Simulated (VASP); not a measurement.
A cell of Co (hcp) near equilibrium:

```
Co
1.0
    1.22705    -2.12531     0.00000
    1.22705     2.12531     0.00000
    0.00000     0.00000     3.95823
Co
2
Direct
  0.33333   0.66667   0.25000
  0.66667   0.33333   0.75000
```
Starting moments (μB, in the order of the record's atoms Co Co): 1.6 1.6.

Computed with PBEsol GGA, VASP's PBE PAW potentials (set 64) (plane waves; VASP).

```
run               ΔE (meV/atom)    σxx    σyy    σzz  largest shear component, with its sign (GPa)  largest force (eV/Å)  moment (μB)
----------------  -------------  -----  -----  -----  --------------------------------------------  --------------------  -----------
as it is                    0.0  -0.11  -0.11   0.42                                          0.00                 0.000         3.12
after one change            3.0  -2.01  -2.01  -6.46                                          0.00                 0.000         3.13
```
Stress is in GPa, positive when the cell is compressed.

Name the change that produced these shifts.
A) atom 2 (Co) moved by 0.050 Å along y
B) atom 2 (Co) moved by 0.050 Å along x
C) uniaxial strain of +1.5 % along z
D) biaxial strain of +0.5 % in the yz plane

C, uniaxial strain of +1.5 % along z

The compound is Co in the hcp structure. The spin order is the one that the start imposed; others were not tried in this run.
